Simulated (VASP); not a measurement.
Consider the following.

```yaml
crystal:
  lattice:
    - [1.23304, -2.13569, 0.00000]
    - [1.23304, 2.13569, 0.00000]
    - [0.00000, 0.00000, 8.76832]
  atoms:
    - { symbol: C, position: [0.00000, 0.00000, 0.25000] }
    - { symbol: C, position: [0.00000, 0.00000, 0.75000] }
    - { symbol: C, position: [0.33333, 0.66667, 0.25000] }
    - { symbol: C, position: [0.66667, 0.33333, 0.75000] }
```

The numbers are results of TPSS meta-GGA, VASP's PBE PAW potentials (set 64) (plane waves; VASP), not measurements. Run with 520 eV cut-off, 11×11×3 Γ-centred mesh, tetrahedra with Blöchl corrections, potentials C.

Without a dispersion term in the relaxation, distances and binding between the weakly bound layers, chains or molecules are unreliable, and so is what depends on them.

Q: Give the energies of bands 3 to 10 at the high-symmetry points, in eV from the Fermi level.

A: 
```csv
band,Γ,M,K,A,L,H
3,-7.96,-13.52,-12.95,-7.78,-13.52,-12.95
4,-7.58,-13.52,-12.95,-7.78,-13.52,-12.95
5,-3.12,-6.53,-10.71,-3.12,-6.53,-10.71
6,-3.12,-6.53,-10.71,-3.12,-6.53,-10.71
7,-3.12,-2.48,-0.10,-3.12,-2.42,0.00
8,-3.12,-2.36,0.00,-3.12,-2.42,0.00
9,3.35,1.66,0.00,4.52,1.73,0.00
10,6.47,1.83,0.11,4.52,1.73,0.00
```

It has no gap at this level: it comes out as a metal or semimetal.

The compound is C in the graphite structure. It was relaxed first, which changed the volume by +31 %.
